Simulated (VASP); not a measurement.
Method: PBE GGA with spin-orbit coupling, VASP's PBE PAW potentials (set 64) (plane waves; VASP).

The input files of a VASP run:

**INCAR**
```
SYSTEM = FeBi
PREC = Accurate
ENCUT = 300
EDIFF = 1E-6
NELM = 100
ALGO = Normal
LREAL = .FALSE.
LASPH = .TRUE.
ISMEAR = -1
SIGMA = 0.1
GGA = PE
LMAXMIX = 4
LWAVE = .FALSE.
LCHARG = .FALSE.
ISIF = 2
LSORBIT = .TRUE.
LNONCOLLINEAR = .TRUE.
MAGMOM = 0.0 0.0 4.0 0.0 0.0 0.0
GGA_COMPAT = .FALSE.
LORBIT = 11
```

### KPOINTS
```
Automatic
0
Gamma
5 5 5
0 0 0
```

File POSCAR:
```
FeBi
1
    2.0770870000     1.1992070000     3.5549250000
   -2.0770870000     1.1992070000     3.5549250000
    0.0000000000    -2.3984140000     3.5549250000
Fe Bi
1 1
Direct
  0.7624000000   0.7624000000   0.7624000000
  0.2376000000   0.2376000000   0.2376000000
```

POTCAR, in this order: Fe Bi_d (PBE.64 set). Program: vasp_ncl.

What VASP printed:

OUTCAR:
```
 ion  position               nearest neighbor table
   1  0.762  0.762  0.762-   2 2.84   2 2.84   2 2.84   2 3.15   2 3.15   2 3.15
   2  0.238  0.238  0.238-   1 2.84   1 2.84   1 2.84   1 3.15   1 3.15   1 3.15
  LATTYP: Found a trigonal (rhomboedric) cell.
 ALAT       =     4.2883422893
 COS(alpha) =     0.5307971893
 Subroutine PRICEL returns:
 Original cell was already a primitive cell.
 Subroutine GETGRP returns: Found  6 space group operations
The static configuration has the point symmetry C_3v.
The dynamic configuration has the point symmetry C_3v.
 Subroutine GETGRP returns: Found  3 space group operations
The overall configuration has the point symmetry C_3 .
 Subroutine INISYM returns: Found  3 space group operations
 Subroutine IBZKPT returns following result:
 Found     45 irreducible k-points:

 Following reciprocal coordinates:
            Coordinates               Weight
  0.000000  0.000000  0.000000      1.000000
  0.200000  0.000000 -0.000000      3.000000
 -0.200000  0.000000  0.000000      3.000000
  0.400000 -0.000000  0.000000      3.000000
 -0.400000  0.000000  0.000000      3.000000
  0.200000  0.200000 -0.000000      3.000000
 -0.200000 -0.200000  0.000000      3.000000
  0.400000  0.200000  0.000000      3.000000
 -0.400000 -0.200000 -0.000000      3.000000
 -0.400000  0.000000 -0.200000      3.000000
  0.400000 -0.000000  0.200000      3.000000
 -0.400000  0.200000  0.000000      3.000000
  0.400000 -0.200000  0.000000      3.000000
  0.400000 -0.000000 -0.200000      3.000000
 -0.400000  0.000000  0.200000      3.000000
 -0.200000  0.200000  0.000000      3.000000
  0.200000 -0.200000  0.000000      3.000000
  0.400000  0.400000  0.000000      3.000000
 -0.400000 -0.400000  0.000000      3.000000
 -0.400000  0.400000  0.000000      3.000000
  0.400000 -0.400000  0.000000      3.000000
...
```

**OSZICAR**
```
       N       E                     dE             d eps       ncg     rms          rms(c)
DAV:   1     0.197117337295E+03    0.19712E+03   -0.81787E+03  3076   0.111E+03
DAV:   2     0.637640589652E+01   -0.19074E+03   -0.18399E+03  3082   0.354E+02
DAV:   3    -0.123222489553E+02   -0.18699E+02   -0.18142E+02  3580   0.134E+02
DAV:   4    -0.129653923862E+02   -0.64314E+00   -0.64137E+00  3726   0.262E+01
DAV:   5    -0.129866485845E+02   -0.21256E-01   -0.21253E-01  4232   0.430E+00    0.118E+01
DAV:   6    -0.181400101553E+02   -0.51534E+01   -0.33811E+01  3280   0.789E+01    0.392E+01
DAV:   7    -0.112333168145E+02    0.69067E+01   -0.23718E+01  3354   0.532E+01    0.307E+00
DAV:   8    -0.113250761704E+02   -0.91759E-01   -0.67517E-01  3274   0.558E+00    0.145E+00
DAV:   9    -0.113145723738E+02    0.10504E-01   -0.51247E-02  3936   0.252E+00    0.579E-01
DAV:  10    -0.113152851188E+02   -0.71275E-03   -0.28499E-02  3210   0.120E+00    0.232E-01
DAV:  11    -0.113136954310E+02    0.15897E-02   -0.21050E-02  3138   0.103E+00    0.190E-01
DAV:  12    -0.113151294545E+02   -0.14340E-02   -0.13583E-02  3116   0.760E-01    0.131E-01
DAV:  13    -0.113155072078E+02   -0.37775E-03   -0.19762E-02  3108   0.863E-01    0.114E-01
DAV:  14    -0.113157252124E+02   -0.21800E-03   -0.21986E-02  3104   0.886E-01    0.110E-01
DAV:  15    -0.113154980639E+02    0.22715E-03   -0.16080E-02  3094   0.772E-01    0.961E-02
DAV:  16    -0.113151380096E+02    0.36005E-03   -0.84629E-03  3084   0.590E-01    0.914E-02
DAV:  17    -0.113156706131E+02   -0.53260E-03   -0.18755E-03  3304   0.287E-01    0.108E-01
DAV:  18    -0.113145942079E+02    0.10764E-02   -0.81560E-03  3176   0.556E-01    0.103E-01
DAV:  19    -0.113141146622E+02    0.47955E-03   -0.80387E-03  3132   0.578E-01    0.116E-01
DAV:  20    -0.113143796614E+02   -0.26500E-03   -0.64018E-03  3094   0.532E-01    0.106E-01
DAV:  21    -0.113144321761E+02   -0.52515E-04   -0.11292E-02  3084   0.699E-01    0.789E-02
DAV:  22    -0.113148155348E+02   -0.38336E-03   -0.19596E-02  3110   0.892E-01    0.740E-02
DAV:  23    -0.113148670773E+02   -0.51543E-04   -0.75580E-03  3072   0.555E-01    0.460E-02
DAV:  24    -0.113148059928E+02    0.61085E-04   -0.95024E-03  3072   0.616E-01    0.401E-02
DAV:  25    -0.113146081895E+02    0.19780E-03   -0.78230E-03  3070   0.605E-01    0.279E-02
DAV:  26    -0.113144897547E+02    0.11843E-03   -0.52911E-03  3116   0.503E-01    0.261E-02
DAV:  27    -0.113144928623E+02   -0.31076E-05   -0.59426E-03  3084   0.534E-01    0.257E-02
DAV:  28    -0.113145103079E+02   -0.17446E-04   -0.51933E-03  3092   0.508E-01    0.259E-02
DAV:  29    -0.113144390048E+02    0.71303E-04   -0.43925E-03  3080   0.456E-01    0.213E-02
DAV:  30    -0.113143960285E+02    0.42976E-04   -0.41636E-03  3086   0.460E-01    0.176E-02
DAV:  31    -0.113144037469E+02   -0.77184E-05   -0.29798E-03  3084   0.397E-01    0.172E-02
DAV:  32    -0.113143281780E+02    0.75569E-04   -0.14514E-03  3068   0.285E-01    0.128E-02
DAV:  33    -0.113142944601E+02    0.33718E-04   -0.55530E-04  3076   0.174E-01    0.671E-03
DAV:  34    -0.113143256220E+02   -0.31162E-04   -0.45401E-04  3098   0.162E-01    0.116E-02
DAV:  35    -0.113143265228E+02   -0.90078E-06   -0.69638E-06  3334   0.260E-02
   1 F= -.11314327E+02 E0= -.11237057E+02  d E =-.154538E+00  mag=    -0.0000    -0.0000     3.1240
```

OUTCAR:
```
------------------------ aborting loop because EDIFF is reached ----------------------------------------
  FORCE on cell =-STRESS in cart. coord.  units (eV):
  Direction    XX          YY          ZZ          XY          YZ          ZX
  --------------------------------------------------------------------------------------
  Total       -1.9575841     -1.9575850     -2.3066192      0.0000066      0.0000000     -0.0000000
  in kB      -59.0337654    -59.0337911    -69.5594210      0.0001990      0.0000000     -0.0000000
  external PRESSURE =     -62.5423258 kB  Pullay stress =       0.0000000 kB
  volume of cell :       53.13
      direct lattice vectors                 reciprocal lattice vectors
     2.077087000  1.199207000  3.554925000     0.240721742  0.138980732  0.093766629
    -2.077087000  1.199207000  3.554925000    -0.240721742  0.138980732  0.093766629
     0.000000000 -2.398414000  3.554925000     0.000000000 -0.277961464  0.093766629
 POSITION                                       TOTAL-FORCE (eV/Angst)
 -----------------------------------------------------------------------------------
      0.00000      0.00000      8.13082         0.000000      0.000000     -0.323435
      0.00000      0.00000      2.53395         0.000000      0.000000      0.323435
 -----------------------------------------------------------------------------------
    total drift:                               -0.000000      0.000001      0.000637
  FREE ENERGIE OF THE ION-ELECTRON SYSTEM (eV)
  ---------------------------------------------------
  free  energy   TOTEN  =       -11.3143265228 eV

  energy  without entropy=      -11.1597882730  energy(sigma->0) =      -11.23705740

 total charge

# of ion       s       p       d       tot
------------------------------------------
    1        0.352   0.216   6.111   6.679
    2        1.480   1.431   9.905  12.816
--------------------------------------------------
tot          1.831   1.647  16.016  19.495

 magnetization (x)

# of ion       s       p       d       tot
------------------------------------------
    1        0.000   0.000   0.000   0.000
    2        0.000   0.000   0.000   0.000
--------------------------------------------------
tot          0.000   0.000   0.000   0.000

 magnetization (y)

# of ion       s       p       d       tot
------------------------------------------
    1        0.000   0.000   0.000   0.000
    2        0.000   0.000   0.000   0.000
--------------------------------------------------
tot          0.000   0.000   0.000   0.000

 magnetization (z)

# of ion       s       p       d       tot
------------------------------------------
    1        0.068   0.031   2.954   3.053
    2        0.020  -0.080   0.005  -0.055
--------------------------------------------------
tot          0.088  -0.049   2.959   2.998

 Ion:    1  E_soc:     -0.0159623

 Ion:    2  E_soc:     -1.5893549
```
(Selected blocks of OUTCAR.)

At this cut-off the stress carries a Pulay error, which pulls relaxed volumes low.

The structure was generated: FeBi was put into an ordered model structure, which need not be its known phase. The cell was not relaxed at this level. The k-mesh is coarse (spacing up to 0.37 per Å, 2π included), so the numbers may not be converged in it. The run is one of a series of settings (GGA_COMPAT = .FALSE., ISPIN removed, LNONCOLLINEAR = .TRUE., LSORBIT = .TRUE., MAGMOM = 0.0 0.0 4.0 0.0 0.0 0.0, program vasp_ncl against the base run), some of them coarse on purpose.
